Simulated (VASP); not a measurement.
Data:

```yaml
crystal:
  lattice:
    - [3.93357, 0.00000, 0.00000]
    - [0.00000, 3.93357, 0.00000]
    - [0.00000, 0.00000, 3.93357]
  atoms:
    - { symbol: Ba, position: [0.00000, 0.00000, 0.00000] }
    - { symbol: Ti, position: [0.50000, 0.50000, 0.50000] }
    - { symbol: O, position: [0.50000, 0.00000, 0.50000] }
    - { symbol: O, position: [0.00000, 0.50000, 0.50000] }
    - { symbol: O, position: [0.50000, 0.50000, 0.00000] }
```

The numbers are results of TPSS meta-GGA, VASP's PBE PAW potentials (set 64) (plane waves; VASP), not measurements. Settings: 520 eV cut-off, 6×6×6 Γ-centred mesh, Gaussian smearing of 0.050 eV, potentials Ba_sv Ti_sv O.

Question: Give the stress tensor in GPa (positive for a compressed cell).

Answer: 
```
12.38   0.00   0.00
 0.00  12.38   0.00
 0.00   0.00  12.38
```
The pressure is its mean diagonal, 12.38 GPa.

The compound is BaTiO3 in the cubic perovskite structure, the ideal cubic form; the compound distorts at low or room temperature. This cell is one point of a volume scan, at 0.94 of the reference volume.
